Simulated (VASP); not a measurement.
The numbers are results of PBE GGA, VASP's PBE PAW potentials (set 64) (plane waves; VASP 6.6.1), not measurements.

The input files of a VASP run:

**KPOINTS**
```
Automatic mesh
0
Gamma
11 11 11
0 0 0
```

INCAR:
```
NELM = 100   ! most electronic steps
ISMEAR = 1   ! Methfessel-Paxton
LREAL = .FALSE.
PREC = Accurate
ISIF = 2   ! forces and stress, cell fixed
SIGMA = 0.1
LASPH = .TRUE.   ! aspherical one-centre terms
LWAVE = .FALSE.
ENCUT = 520   ! plane-wave cut-off (eV)
EDIFF = 1E-7
LCHARG = .FALSE.
SYSTEM = PdIn
LMAXMIX = 4
ALGO = Normal   ! blocked Davidson
GGA = PE
```

### POSCAR
```
PdIn
1.0
  3.3416868354   0.0000000000   0.0000000000
  0.0000000000   3.3416868354   0.0000000000
  0.0000000000   0.0000000000   3.3416868354
In Pd
1 1
Cart
  1.6708434177   1.6708434177   1.6708434177
  0.0000000000   0.0000000000   0.0000000000
```

POTCAR, in this order: In_d Pd (PBE.64 set). Program: vasp_std.

**Question.** What will the output report for the number of irreducible k-points (NKPTS), largest plane-wave count, number of space-group operations, FFT grid (NGX, NGY, NGZ)?

**Answer.** 
```
Property                                       Value
--------------------------------------  ------------
number of irreducible k-points (NKPTS)            56
largest plane-wave count                        1021
number of space-group operations                  48
FFT grid (NGX, NGY, NGZ)                28 × 28 × 28
```

The compound is PdIn in the CsCl type structure. This cell is one point of a volume scan, at 1.03 of the reference volume. The electron count is odd and the run is not spin-polarised, which forces a metal.
